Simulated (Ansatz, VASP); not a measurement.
# Cd3SbN in VASP and in Ansatz

```
CELL_PARAMETERS angstrom
4.60020 0.00000 0.00000
0.00000 4.60020 0.00000
0.00000 0.00000 4.60020
ATOMIC_POSITIONS crystal
Sb 0.00000 0.00000 0.00000
N 0.50000 0.50000 0.50000
Cd 0.50000 0.50000 0.00000
Cd 0.50000 0.00000 0.50000
Cd 0.00000 0.50000 0.50000
```

The cell comes from a database or a generator and needn't be the stable form of this composition.

Alike in both runs: task single point; functional PBEsol; k mesh 4 × 4 × 4; occupations gaussian, width 0.05 eV; no spin polarisation.

|  | VASP | Ansatz |
| --- | --- | --- |
| version | VASP 6.6.1 | Ansatz 0.2.0 |
| potentials or method | VASP PAW PBE potentials, release 64 (Sb, N, Cd) | scalar-relativistic, plane waves, PAW |
| plane-wave cutoff (eV) | 520 | 420 |
| valence electrons in the cell | 46 | 80 |

```csv
,VASP,Ansatz,Ansatz less VASP
gap on the k mesh at the Fermi level (eV),none,none,-
pressure (GPa),0.7,0.0,-0.76
```

A gap of «none» marks a metal or a gap that the smearing closes. The two sets of potentials don't hold the same shells in valence.

Caveats: the PAW data sets were made with another functional, which shifts forces and pressure a little (VASP). The runs have no spin-orbit coupling, so splittings on Sb are missing.
